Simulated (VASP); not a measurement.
Set up this calculation in VASP 6.6.1, as the native input.

```yaml
Task: relaxation of cell and atoms
Functional: PBE
Potentials_or_basis: VASP PAW PBE potentials, release 64 (Hf_pv, Si, B)
Cutoff: 520 eV
k_mesh: 6 × 6 × 6
Occupations: gaussian, width 0.15 eV
Spin: no spin polarisation
Further_INCAR_settings: PREC = Normal; ALGO = Fast; EDIFF = 0.0001; IBRION = 2; EDIFFG = -0.08; NSW = 24; ISIF = 3
```

The structure of HfSi2B4 lies in POSCAR:

```
HfSi2B4
1.0
   -2.1439628100      2.1439628100      4.2633374400
    2.1439628100     -2.1439628100      4.2633374400
    2.1439628100      2.1439628100     -4.2633374400
Hf Si B
1 2 4
Direct
    0.5000000000      0.5000000000      0.0000000000
    0.7500000000      0.2500000000      0.5000000000
    0.2500000000      0.7500000000      0.5000000000
    0.2625739900      0.2625739900      0.0000000000
    0.7374260100      0.7374260100      0.0000000000
    0.0000000000      0.5000000000      0.5000000000
    0.5000000000      0.0000000000      0.5000000000
```

The cell was built by a generator and needn't be a form met in nature.

One way to write it, as run:

INCAR

```
PREC     = Normal         # precision mode
ENCUT    = 520            # plane-wave cutoff, eV
EDIFF    = 1E-4           # SCF threshold, eV
ISMEAR   = 0              # smearing method
SIGMA    = 0.15           # smearing width, eV
LREAL    = F              # projectors in reciprocal space
LASPH    = T              # aspherical terms in the spheres
NELM     = 60             # most SCF steps
ALGO     = Fast           # electronic algorithm
ISIF     = 3              # what is computed and relaxed
LWAVE    = F              # write WAVECAR
LCHARG   = F              # write CHGCAR
GGA      = PE             # functional
IBRION   = 2              # ionic algorithm
NSW      = 24             # ionic steps
EDIFFG   = -0.08          # ionic threshold
KPAR     = 4
```

KPOINTS

```
regular mesh
0
Gamma
  6 6 6
```

Potentials or basis: VASP PAW PBE potentials, release 64 (Hf_pv, Si, B).

Launch:

```console
$ cat potpaw_PBE.64/Hf_pv/POTCAR potpaw_PBE.64/Si/POTCAR potpaw_PBE.64/B/POTCAR > POTCAR
$ mpirun -np 4 vasp_std > vasp.out
```

It gave:

| Item | Value |
| --- | --- |
| Relaxed volume | 11.83 Å³/atom |
| Relaxed cell | a = 4.967 Å, b = 4.967 Å, c = 4.967 Å, α = 122.69°, β = 122.69°, γ = 85.40° |
| Space group after relaxing (to 0.05 Å) | I4/mmm (No. 139) |
| Energy gained by relaxing | 551.6 meV/atom |
| Ionic steps | 22 |
| Pressure after relaxing | 0.2 GPa |
| Largest force after relaxing | 0.014 eV/Å |
| Band gap on the k mesh | none (metal or under the smearing width) |

It took 120 s on 4 MPI ranks on Intel(R) Xeon(R) Platinum 8488C (Sapphire Rapids), with other jobs on the host, peak memory 0.21 GiB a rank.
